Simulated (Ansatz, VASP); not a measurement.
# Y: VASP beside Ansatz, part 2 of 2

Aim: how closely do two programs agree when they are given the same cell, functional and k mesh? The cell is taken from a series of runs on this material, whose earlier steps may have relaxed, scaled, displaced or heated it; both programs get it as it stands.

VASP 6.6.1 and Ansatz 0.2.0.

So far: The structure; VASP: zone-centre phonons, PBEsol.

## Step 3: Ansatz: zone-centre phonons, PBEsol

Level of this step: Ansatz beside VASP: Kohn-Sham DFT, plane waves, PBEsol (Ansatz).

Ansatz runs on its PAW soft_1 files.

The same cell, functional, mesh and smearing now go to Ansatz, which takes its cutoff from its data sets.

File input.yaml:

```yaml
crystal:
  lattice:
    - [3.6468437202, 0.0, 0.0]
    - [-1.8234218601, 3.1582593053, 0.0]
    - [0.0, 0.0, 5.6523518442]
  atoms:
    - { symbol: "Y", position: [0.3333333333, 0.6666666667, 0.25] }
    - { symbol: "Y", position: [0.6666666667, 0.3333333333, 0.75] }
kpoints:
  mp_grid: { grid: [15, 15, 8] }
hamiltonian:
  xc: pbesol
  pseudopotentials: { kind: paw, azcp: { folder: soft_1 }, xc_functional: pbe }
scf:
  occupations: { method: methfessel_paxton, width: 0.2 }
output:
  eigenvalues: true
phonons:
  method: dfpt
```

The run is started by

```console
$ ansatz run input.yaml --threads 4 --pin off --max-ram 10240MiB --backend cpu --events-out ev --progress --plain --runs-dir out
```

Numbers of over 12 decimals in the logs are rounded to 6 here.

The program printed:

```text
zone centre: on kpoints.mp_grid the ground state, and the responses unless they are solved on pairs of k-points, stand on 320 of the mesh's 1800 k-points, reduced under 4 symmetry operations, with k and −k counted as one. Each operation leaves every solved displacement unchanged or reverses it
Engine: ansatz 0.2.0, x86_64-unknown-linux-gnu
Pseudopotentials: kind: paw
Pseudopotential: Y, paw, valence charge 11, recommended cutoff 420 eV (normal), soft_1/Y.paw.azcp
Functional definition: PBEsol
  exchange = pbesol_x
  correlation = pbesol_c
Crystal: 2 atoms, lattice volume = 65.102 Å³
Basis set: ecut = 420 eV, 1255 PW (Γ), exchange–correlation on 50×50×80 points (8 copies of the dense FFT grid, shifted against one another)
Bands: 15, of which v1, the nominal top of the filled ones, is band 11 counted from 1 (10 counted from 0)
Symmetry: 24 space group operations
k-points: 320 of 1800 (irreducible under 4 space group operations, time reversal used)
Non-local potential: Y, projectors of the file, l = 0: 3, l = 1: 2, l = 2: 2, l = 3: 1
PAW form: soft (Blöchl's): semilocal exchange-correlation on the pseudo side does not see the compensation charge
PAW frozen core: Y, regenerated for the run's functional, and the local potential with it (the file was generated under x = pbe(κ = 0.804, μ = 0.219515), c = pbe(β = 0.066725))
PAW one-centre angular grid: Y, 590 points (default); XC on 64 Gauss nodes
Initial density: superposition of atomic densities (chi_scale 0.1, normalization cell)
Initial wavefunctions: pseudopotential atomic-orbital guess
Functional: x = pbesol(κ = 0.804, μ = 0.123457), c = pbesol(β = 0.046)
SCF iter   1: F=—  HF=-7590.241751 eV  |F-HF|=—  |Δ(HF+E_count)|=         —  Δρ=1.38e-2  dr2=1.99e-1  ethr=3.10e-3  ⟨swp⟩=4.3  Hψ=20230  notcnv=0
preconditioner: auto → Kerker (q_TF=auto, 2.277 Å⁻¹)  [metal: Δε(μ)=0.018 eV  Ē_g=2.612 eV  σ=0.200 eV  W_gap=0.07  n_scr=10 (ndim 8)  ℏωp=11.3 eV  f_vac=0.000  D(μ)=3.90/eV (n_scr^D=34)]
SCF iter   2: F=—  HF=-7590.200112 eV  |F-HF|=—  |Δ(HF+E_count)|=   4.16e-2  S|Δr|=    0.00e0  Δρ=8.75e-3  dr2=7.99e-2  ethr=9.06e-4  ⟨swp⟩=1.0  Hψ=7360  notcnv=0
SCF iter   3: F=—  HF=-7590.174303 eV  |F-HF|=—  |Δ(HF+E_count)|=   2.58e-2  S|Δr|=    0.00e0  Δρ=1.35e-3  dr2=1.20e-3  ethr=3.63e-4  ⟨swp⟩=2.9  Hψ=8454  notcnv=0
SCF iter   4: F=—  HF=-7590.174251 eV  |F-HF|=—  |Δ(HF+E_count)|=   5.16e-5  S|Δr|=    0.00e0  Δρ=2.05e-4  dr2=2.42e-5  ethr=5.47e-6  ⟨swp⟩=1.9  Hψ=5860  notcnv=0
SCF iter   5: F=—  HF=-7590.174247 eV  |F-HF|=—  |Δ(HF+E_count)|=   3.59e-6  S|Δr|=    0.00e0  Δρ=4.73e-5  dr2=9.76e-7  ethr=1.10e-7  ⟨swp⟩=2.0  Hψ=8336  notcnv=0
SCF iter   6: F=—  HF=-7590.174247 eV  |F-HF|=—  |Δ(HF+E_count)|=   9.75e-8  S|Δr|=    0.00e0  Δρ=8.03e-6  dr2=3.32e-8  ethr=4.44e-9  ⟨swp⟩=1.1  Hψ=4825  notcnv=0
SCF iter   7: F=—  HF=-7590.174247 eV  |F-HF|=—  |Δ(HF+E_count)|=   6.30e-9  S|Δr|=    0.00e0  Δρ=1.49e-6  dr2=1.13e-9  ethr=1.51e-10  ⟨swp⟩=2.0  Hψ=7281  notcnv=0
SCF iter   8: F=-7590.174247 eV  HF=-7590.174247 eV  |F-HF|=2.73e-12  |Δ(HF+E_count)|=  1.47e-10  S|Δr|=    0.00e0  Δρ=1.42e-7  dr2=9.14e-12  ethr=1.00e-12  ⟨swp⟩=4.0  Hψ=23897  notcnv=0
SCF 1 converged in 8 iterations: F = -7590.174247 eV  dr2 = 9.14e-12
  greatest PAW one-centre occupation: 0.993 electrons in one spin orbital (limit 2), on the Y atom at site 1 (counted from 0), in its partial waves of l = 0
DFPT response loops at Γ: preconditioner auto → Kerker (q_TF=auto, 2.277 Å⁻¹) (partly filled bands, converged f_vac=0.000); β = 1.00, the filter's whole step (`scf.mixing.beta` (0.50) is not read by the response loops under this deck's `scf.mixing.preconditioner`; to damp them name `kerker` or `kerker_dos`, under which they read `scf.mixing.beta`, and type it under 1.00, their step now; both keys bind the ground state too); Broyden in place of MSR1
SCF converged after 8 iterations
Stability not checked: this state was not tested for a lower state beside it, because cold or Methfessel-Paxton smearing, or corrected tetrahedra, fill the levels in a way that the test cannot read (fill_not_monotonic; see scf.lower_state_search)
Free energy (F): -7590.174247 eV
Harris-Foulkes:  -7590.174247 eV  (|F-HF|=2.73e-12)
Internal energy: -7590.171724 eV  (E = F + TS)
E sigma→0 (E₀):  -7590.173617 eV
Entropy (-TS):   -0.002523 eV (-1.262 meV/atom)
Fermi energy:    9.356103 eV
--- Per-component energies (eV) ---
  E_band       = -241.704891
  E_kinetic    = 630.053366
  E_local      = -1201.046232  (includes V_loc(G=0)·N_el)
  E_nonlocal   = 57.053892
  E_hartree    = 379.721128
  E_xc         = -353.189206
  E_vxc        = -408.118572  (∫ρ·V_xc dr)
  E_paw        = -5527.609705  (= ΣΔE_a)
  E_vpaw       = -79.089654  (= ΣTr[D̂ρ^β])
  E_aug_tail   = 0.000046  (compensation charges beyond the density's cutoff)
  E_ewald      = -1575.452561
  E_core_change = 0.297547  (= ΣΔE_core)
  E_smearing   = -0.002523  (= −TS)
  E_closure    = -0.000000  (closes the sum)
  Σ components = -7590.174247   (vs F -7590.174247, Δ=0.00e0)
--- Band table (eV; the first three rows and the last of 320) ---
  k-point 0: bands = [... 7 lower, -12.8757, 4.6853, 7.5060, 10.3629, 11.0888, 11.0888, 11.4980, 11.7239]
  k-point 1: bands = [... 7 lower, -12.9016, 4.7907, 7.4390, 10.2564, 11.0201, 11.0201, 11.3938, 11.6273]
  k-point 2: bands = [... 7 lower, -12.9350, 5.0962, 7.1947, 10.0960, 10.9240, 10.9240, 11.1103, 11.4046]
  k-point 319: bands = [... 7 lower, -12.9949, 7.9979, 7.9979, 9.5036, 9.5036, 10.1146, 10.1146, 11.8859]
--- Phonons (Γ-DFPT): 2 representative perturbations + reference, on 320 of 1800 k-points (Σ response iterations 6) ---
  k mesh reduced under 4 symmetry operations, with k and −k counted as one. Each operation leaves every solved displacement unchanged or reverses it
  ASR residual: 3.382e-5 → 0.000e0 eV/Å²; symmetrization residual: 9.015e-14 eV/Å²
  ASR residual per site (eV/Å²): 3.38e-5 3.38e-5
  Γ frequencies (cm⁻¹): 0.00 0.00 0.00 88.37 88.37 146.94
  non-analytic LO–TO correction: not included (Born effective charges unavailable; polar crystals: no LO–TO splitting at Γ)
```

## Step 4: Differences

Known differences besides the potentials themselves: the cutoff is 420 eV in Ansatz and 500 eV in VASP; Ansatz makes its cores anew for this functional, VASP keeps those of its PBE data sets. Total energies have different zeros and are not compared.

Compared:

| quantity | Ansatz | VASP | difference |
| --- | --- | --- | --- |
| optical mode 1 to 2 (cm⁻¹) | 88.4 | 88.5 | -0.19 % |
| optical mode 3 (cm⁻¹) | 146.9 | 146.7 | +0.20 % |

Modes are paired by rising frequency, not by their patterns, so a pair may set unlike modes beside each other; they are those without the splitting of longitudinal modes.

## Step 5: What came out

| Property | Result |
| --- | --- |
| r.m.s. difference of the optical zone-centre modes, each program's sorted by frequency (zone-centre phonons, PBEsol) | 0.22 cm⁻¹ |

In words: The r.m.s. difference of the optical zone-centre modes, each program's sorted by frequency is 0.22 cm⁻¹ (zone-centre phonons, PBEsol). How closely two codes agree says nothing of how well the functional describes the real material.

[Lines on the potential files, build, host, timing and source positions are cut from VASP's logs without a mark.]

[Logs are printed without paths, hosts, clocks, repeated set-up lines and the standing remarks that a program may print on its own settings, such as how far it seeks lower states.]

[Hosts, paths, dates, database ids (printed as entryN), source tags and the programs' standing remarks are cut or masked in the printed files.]
